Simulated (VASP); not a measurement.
Here is the system:

```
CELL_PARAMETERS angstrom
      0.00000     3.35173     3.35173
      3.35173     0.00000     3.35173
      3.35173     3.35173     0.00000
ATOMIC_POSITIONS crystal
  In 0.00000 0.00000 0.00000
  Sb 0.25000 0.25000 0.25000
```

All values below come from PBE GGA with D3 dispersion (zero damping), VASP's PBE PAW potentials (set 64) (plane waves; VASP 6.6.1). Numerical set-up: 520 eV cut-off, 10×10×10 Γ-centred mesh, first-order Methfessel-Paxton smearing of 0.10 eV, potentials In_d Sb.

**Question.** The job: InSb (zinc blende), 2 atoms, PBE-D3 (zero damping), static run, 520 eV, 10×10×10 Γ-centred mesh. Roughly how much core time does it take on a busy server core?

**Answer.** About 30 core-seconds (one run on a shared machine, a rough figure). It had 47 irreducible k-points, 13 bands, up to 2085 plane waves and 15 electronic steps.

The compound is InSb in the zinc blende structure. This cell is one point of a volume scan, at 1.06 of the reference volume.
